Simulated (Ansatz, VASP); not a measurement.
**AgAs in VASP and in Ansatz**

```
Ag As
1.0
     4.99138    0.00000    0.00000
     0.00000    2.96079    0.00000
     0.00000    0.00000    5.17270
Ag As
2 2
Direct
  0.75000 0.00000 0.16477
  0.25000 0.00000 0.83523
  0.25000 0.50000 0.33436
  0.75000 0.50000 0.66565
```

The cell comes from a database or a generator and needn't be the stable form of this composition.

Alike in both runs: task single point; functional PBE; k mesh 6 × 9 × 5; occupations fermi-dirac, width 0.05 eV; no spin polarisation.

|  | VASP | Ansatz |
| --- | --- | --- |
| version | VASP 6.6.1 | Ansatz 0.2.0 |
| potentials or method | VASP PAW PBE potentials, release 64 (Ag, As) | Ansatz PAW |
| plane-wave cutoff (eV) | 520 | 420 |
| valence electrons in the cell | 32 | 68 |

```csv
,VASP,Ansatz,Ansatz less VASP
gap on the k mesh at the Fermi level (eV),none,none,-
pressure (GPa),-0.9,-0.9,+0.01
largest component of the traceless stress (GPa),0.59,0.58,-0.008
rms of the force components (eV/Å),0.044,0.043,-0.0007
```

Atom by atom the forces differ by 0.001 eV/Å (rms over components). A gap of «none» marks a metal or a gap that the smearing closes. The functional is the same, so the differences come from potentials, cutoffs and numerics. The two sets of potentials don't hold the same shells in valence.
